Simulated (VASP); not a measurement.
Output of a VASP run:

### OSZICAR
```
       N       E                     dE             d eps       ncg     rms          rms(c)
DAV:   1     0.559086716072E+03    0.55909E+03   -0.29093E+04  2962   0.207E+03
DAV:   2     0.501215117176E+02   -0.50897E+03   -0.49614E+03  3081   0.514E+02
DAV:   3    -0.330464481804E+02   -0.83168E+02   -0.81428E+02  3297   0.160E+02
DAV:   4    -0.378750680159E+02   -0.48286E+01   -0.48007E+01  3531   0.394E+01
DAV:   5    -0.380031801868E+02   -0.12811E+00   -0.12794E+00  3529   0.633E+00    0.668E+00
DAV:   6    -0.372541611324E+02    0.74902E+00   -0.14136E+00  4010   0.150E+01    0.382E+00
DAV:   7    -0.371263927279E+02    0.12777E+00   -0.69239E-01  3411   0.445E+00    0.117E+00
DAV:   8    -0.371216307016E+02    0.47620E-02   -0.14413E-01  3706   0.535E+00    0.255E-01
DAV:   9    -0.371218498956E+02   -0.21919E-03   -0.17963E-02  3541   0.233E+00    0.119E-01
DAV:  10    -0.371221003726E+02   -0.25048E-03   -0.39768E-03  3966   0.841E-01    0.105E-01
DAV:  11    -0.371222363795E+02   -0.13601E-03   -0.10597E-03  3444   0.262E-01    0.446E-02
DAV:  12    -0.371222971368E+02   -0.60757E-04   -0.99606E-05  4045   0.153E-01    0.146E-02
DAV:  13    -0.371223029665E+02   -0.58297E-05   -0.41550E-05  3235   0.566E-02    0.684E-03
DAV:  14    -0.371223050091E+02   -0.20425E-05   -0.60859E-06  3344   0.407E-02    0.335E-03
DAV:  15    -0.371223050301E+02   -0.21020E-07   -0.11293E-06  3416   0.204E-02    0.212E-03
DAV:  16    -0.371223050849E+02   -0.54777E-07   -0.44871E-07  2523   0.593E-03
   1 F= -.37122305E+02 E0= -.37122305E+02  d E =0.000000E+00
```

File OUTCAR:
```
------------------------ aborting loop because EDIFF is reached ----------------------------------------
  FORCE on cell =-STRESS in cart. coord.  units (eV):
  Direction    XX          YY          ZZ          XY          YZ          ZX
  --------------------------------------------------------------------------------------
  Total       -0.1026113     -0.1026113      0.0498418     -0.0124283      0.0000000     -0.0000000
  in kB       -0.9350733     -0.9350733      0.4541970     -0.1132563      0.0000000     -0.0000000
  external PRESSURE =      -0.4719832 kB  Pullay stress =       0.0000000 kB
  volume of cell :      175.82
      direct lattice vectors                 reciprocal lattice vectors
     0.000611526  5.605737658  5.594930761    -0.089204059  0.089204059  0.089366611
     5.605737658  0.000611526  5.594930761     0.089204059 -0.089204059  0.089366611
     2.803174592  2.803174592  0.000000000     0.178369197  0.178369197 -0.178733222
 POSITION                                       TOTAL-FORCE (eV/Angst)
 -----------------------------------------------------------------------------------
      2.80317      2.80317      0.05348         0.000000      0.000000      0.005024
      2.77418      0.02899      2.77214        -0.009389      0.009389     -0.005660
      0.02899      2.77418      2.77214         0.009389     -0.009389     -0.005660
      2.80317      2.80317      5.59264         0.000000      0.000000     -0.013226
      1.40159      1.40159      1.39824         0.000000      0.000000     -0.002595
      4.20600      1.40035      4.19540         0.006268     -0.006268      0.004450
      1.40035      4.20600      4.19540        -0.006268      0.006268      0.004450
      4.20476      4.20476      6.99521        -0.000000     -0.000000      0.013218
 -----------------------------------------------------------------------------------
    total drift:                                0.000118      0.000118     -0.001202
  FREE ENERGIE OF THE ION-ELECTRON SYSTEM (eV)
  ---------------------------------------------------
  free  energy   TOTEN  =       -37.1223050849 eV

  energy  without entropy=      -37.1223050849  energy(sigma->0) =      -37.12230508

 total charge

# of ion       s       p       d       tot
------------------------------------------
    1        0.872   0.798   9.997  11.667
    2        0.878   0.816   9.999  11.692
    3        0.878   0.816   9.999  11.692
    4        0.884   0.832   9.999  11.715
    5        1.022   1.480   0.000   2.502
    6        1.210   1.601   0.032   2.843
    7        1.210   1.601   0.032   2.843
    8        1.210   1.605   0.032   2.847
--------------------------------------------------
tot          8.164   9.548  40.090  57.801

 Electric field gradients after diagonalization (V/A^2)
 (convention: |V_zz| > |V_xx| > |V_yy|)
----------------------------------------------------------------------
 ion       V_xx      V_yy      V_zz     asymmetry (V_yy - V_xx)/ V_zz
----------------------------------------------------------------------
   1       2.755     0.575    -3.330       0.655
   2       2.759     1.098    -3.857       0.431
   3       2.759     1.098    -3.857       0.431
   4       0.443     0.296    -0.739       0.200
   5      -2.900    -2.142     5.042       0.150
   6     -11.260    -2.462    13.722       0.641
   7     -11.260    -2.462    13.722       0.641
   8      -6.460    -5.007    11.468       0.127
```
(Selected blocks of OUTCAR.)

POSCAR:
```
Ga4As3P
1
    0.0006115260     5.6057376576     5.5949307608
    5.6057376576     0.0006115260     5.5949307608
    2.8031745918     2.8031745918     0.0000000000
Ga P As
4 1 3
Direct
  0.0047796673   0.0047796673   0.9904406655
  0.0028549011   0.4926187868   0.0045263120
  0.4926187868   0.0028549011   0.0045263120
  0.4997951091   0.4997951091   0.0004097820
  0.1249561184   0.1249561184   0.2500877631
  0.1246534338   0.6252035682   0.2501429980
  0.6252035682   0.1246534338   0.2501429980
  0.6251384154   0.6251384154   0.2497231692
```

Problem. Reconstruct the remaining input files.

Solution. Several could match; the one computed here: the input of the run itself, PBEsol GGA, plane waves, VASP's PBE PAW potentials (set 64).

File KPOINTS:
```
K-points
0
Gamma
  4 4 8
0 0 0
```

**INCAR**
```
ALGO  =  Normal
EDIFF  =  1E-7
ENCUT  =  400
GGA  =  PS
ISIF  =  2
ISMEAR  =  -5
LASPH  =  .TRUE.
LCHARG  =  .TRUE.
LEFG  =  .TRUE.
LMAXMIX  =  4
LORBIT  =  11
LREAL  =  .FALSE.
LWAVE  =  .FALSE.
NEDOS  =  601
NELM  =  100
PREC  =  Accurate
SYSTEM  =  Ga4As3P
```

POTCAR, in this order: Ga_d P As (PBE.64 set). Program: vasp_std.

The structure was generated: Ga4As3P was put into an ordered model structure (Amm2), which need not be its known phase. It was relaxed first.
